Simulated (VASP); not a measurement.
A cell of SnO (litharge) near equilibrium:

```
SnO
1.0
    3.80864     0.00000     0.00000
    0.00000     3.80864     0.00000
    0.00000     0.00000     4.72885
Sn O
2 2
Direct
  0.50000   0.00000   0.75600
  0.00000   0.50000   0.24400
  0.50000   0.50000   0.00000
  0.00000   0.00000   0.00000
```

Calculation: PBEsol GGA, VASP's PBE PAW potentials (set 64) (plane waves; VASP).

Without a dispersion term in the relaxation, distances and binding between the weakly bound layers, chains or molecules are unreliable, and so is what depends on them.

| run | ΔE (meV/atom) | σxx | σyy | σzz | largest shear component, with its sign (GPa) | largest force (eV/Å) |
|---|---|---|---|---|---|---|
| as it is | 0.0 | -0.36 | -0.36 | 0.14 | 0.00 | 0.074 |
| after one change | 21.9 | -6.55 | -6.55 | -3.25 | 0.00 | 0.592 |
Stress is in GPa, positive when the cell is compressed.

Name the change that produced these shifts.
A) biaxial strain of +1.0 % in the yz plane with the ions relaxed
B) biaxial strain of +2.0 % in the xy plane with the ions relaxed
C) uniaxial strain of -1.5 % along x
D) biaxial strain of +3.0 % in the xy plane

D, biaxial strain of +3.0 % in the xy plane

The compound is SnO in the litharge structure.
